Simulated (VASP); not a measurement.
Input:

```
CELL_PARAMETERS angstrom
      1.61500    -2.79726     0.00000
      1.61500     2.79726     0.00000
      0.00000     0.00000     5.15000
ATOMIC_POSITIONS crystal
  Zr 0.33333 0.66667 0.25000
  Zr 0.66667 0.33333 0.75000
```

Level of theory: PBE GGA with D3 dispersion (zero damping), VASP's PBE PAW potentials (set 64) (plane waves; VASP 6.6.1). Settings: 520 eV cut-off, 12×12×7 Γ-centred mesh, first-order Methfessel-Paxton smearing of 0.10 eV, potentials Zr_sv.

Energy and stress use the plane-wave basis of the starting cell.

### Question
The ions, cell shape and volume are relaxed. What does this cell relax into?

### Answer

```
CELL_PARAMETERS angstrom
      1.59167    -2.75685     0.00000
      1.59167     2.75685     0.00000
      0.00000     0.00000     5.12449
ATOMIC_POSITIONS crystal
  Zr 0.33333 0.66667 0.25000
  Zr 0.66667 0.33333 0.75000
```
Space group P6_3/mmc (194), at a tolerance of 0.03 Å.

### Question
How do energy and volume change from the first to the last step?

### Answer
The energy (σ→0) changes by -7.9 meV/atom and the volume by -3.3 %, in 6 ionic steps.

The compound is Zr in the hcp structure. This run relaxes it. Symmetry was kept, so distortions that lower it aren't found.
